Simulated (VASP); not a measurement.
```yaml
crystal:
  lattice:
    - [0.00000, 3.31666, 3.31666]
    - [3.31666, 0.00000, 3.31666]
    - [3.31666, 3.31666, 0.00000]
  atoms:
    - { symbol: In, position: [0.00000, 0.00000, 0.00000] }
    - { symbol: Sb, position: [0.25000, 0.25000, 0.25000] }
```

Calculation: PBE GGA, VASP's PBE PAW potentials (set 64) (plane waves; VASP). Settings: 520 eV cut-off, Gaussian smearing of 0.050 eV, potentials In_d Sb.

Unless said otherwise, spin-orbit coupling is left out, though it shifts the bands of the heavy elements here.

**Question.** Estimate the band gap (along the path) with the smallest direct gap where there is one.

**Answer.** 
| Item | Result |
|---|---|
| band gap (along the path) | none (metal, semimetal or under 0.01 eV) |

Only differences to runs with the same potentials and settings are physical.

The compound is InSb in the zinc blende structure. It was relaxed first, which changed the volume by +7 %.
